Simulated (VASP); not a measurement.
Consider the following.

```xyz
6
Lattice="4.8327 0.0000 0.0000 0.0000 4.8327 0.0000 0.0000 0.0000 3.2408" Properties=species:S:1:pos:R:3 pbc="T T T"
Sn     0.0000     0.0000     3.2408
Sn     2.4164     2.4164     1.6204
O      1.4816     1.4816     0.0000
O      3.8980     0.9347     1.6204
O      0.9347     3.8980     1.6204
O      3.3511     3.3511     0.0000
```

Level of theory: PBE GGA, VASP's PBE PAW potentials (set 64) (plane waves; VASP). Settings: 520 eV cut-off, Gaussian smearing of 0.050 eV, potentials Sn_d O.

Unless said otherwise, spin-orbit coupling is left out, though it shifts the bands of the heavy elements here.

Task: Give the energies of bands 15 to 28 at the high-symmetry points, in eV from the valence-band maximum.

Result: 
```
band      Γ      X      M      Z      R      A
----  -----  -----  -----  -----  -----  -----
15    -7.96  -6.41  -5.52  -7.04  -6.78  -7.73
16    -3.89  -6.41  -5.52  -7.04  -6.78  -7.73
17    -3.89  -2.99  -3.73  -4.06  -5.33  -4.76
18    -3.77  -2.99  -3.73  -4.06  -5.33  -4.76
19    -2.90  -2.88  -2.90  -3.70  -4.03  -2.51
20    -1.99  -2.88  -2.90  -3.70  -4.03  -2.51
21    -1.97  -1.89  -1.86  -2.57  -1.66  -2.43
22    -1.26  -1.89  -1.86  -2.57  -1.66  -2.43
23    -1.26  -1.21  -1.33  -1.52  -1.01  -0.92
24    -0.74  -1.21  -1.33  -1.52  -1.01  -0.92
25    -0.74  -0.60  -0.85  -1.18  -0.75  -0.78
26     0.00  -0.60  -0.85  -1.18  -0.75  -0.78
27     0.64   3.85   4.24   5.55   5.81   4.32
28     5.66   3.85   4.24   5.55   5.81   4.32
```

The gap is direct, 0.64 eV, from the valence maximum at Γ to the conduction minimum at Γ.

The compound is SnO2 in the rutile structure. It was relaxed first, which changed the volume by +6 %.
